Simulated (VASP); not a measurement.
A VASP calculation is set up with these files.

File KPOINTS:
```
Automatic mesh
0
Gamma
10 10 10
0 0 0
```

**INCAR**
```
GGA = PE   ! PBE
LCHARG = .False.
LREAL = .False.   ! projection in real space or not
EDIFF = 1E-6
SYSTEM = CaB6
LASPH = .True.
ENCUT = 400   ! plane-wave cut-off (eV)
LWAVE = .False.
NELM = 100   ! most electronic steps
SIGMA = 0.136
PREC = Accurate
ALGO = Normal   ! blocked Davidson
ISIF = 2   ! forces and stress, cell fixed
ISMEAR = 0   ! Gaussian
```

### POSCAR
```
CaB6
1
    4.2021720000     0.0000000000     0.0000000000
    0.0000000000     4.2021720000     0.0000000000
    0.0000000000     0.0000000000     4.2021720000
Ca B
1 6
Direct
  0.0000000000   0.0000000000   0.0000000000
  0.2016800000   0.5000000000   0.5000000000
  0.7983200000   0.5000000000   0.5000000000
  0.5000000000   0.2016800000   0.5000000000
  0.5000000000   0.7983200000   0.5000000000
  0.5000000000   0.5000000000   0.2016800000
  0.5000000000   0.5000000000   0.7983200000
```

POTCAR, in this order: Ca_sv B (PBE.64 set). Program: vasp_std.

Problem. Write an equivalent input for Ansatz.

Solution. One equivalent input (not run):
Ansatz 0.2 input:
```yaml
crystal:
  lattice:
    - [4.2021720, 0.0000000, 0.0000000]
    - [0.0000000, 4.2021720, 0.0000000]
    - [0.0000000, 0.0000000, 4.2021720]
  atoms:
    - { symbol: Ca, position: [0.0000000, 0.0000000, 0.0000000] }
    - { symbol: B, position: [0.2016800, 0.5000000, 0.5000000] }
    - { symbol: B, position: [0.7983200, 0.5000000, 0.5000000] }
    - { symbol: B, position: [0.5000000, 0.2016800, 0.5000000] }
    - { symbol: B, position: [0.5000000, 0.7983200, 0.5000000] }
    - { symbol: B, position: [0.5000000, 0.5000000, 0.2016800] }
    - { symbol: B, position: [0.5000000, 0.5000000, 0.7983200] }
kpoints:
  mp_grid: { grid: [10, 10, 10] }
hamiltonian:
  xc: pbe
  pseudopotentials: { kind: paw }
scf:
  occupations: { method: gaussian, width: 0.136 }
  max_iter: 100
output: { forces: true, stress: true, eigenvalues: true }
```
The two are equivalent in intent, not identical: each code has its own PAW files, so the cut-off isn't converted (ENCUT is set for VASP's; basis.ecutwfc is left out, and Ansatz then takes the one that its files recommend); Ansatz stops its SCF on the density residual and VASP on the energy change (EDIFF).

The structure comes from a computed database's CaB6 entry; how it stands against other phases isn't given here. The cell was not relaxed at this level.
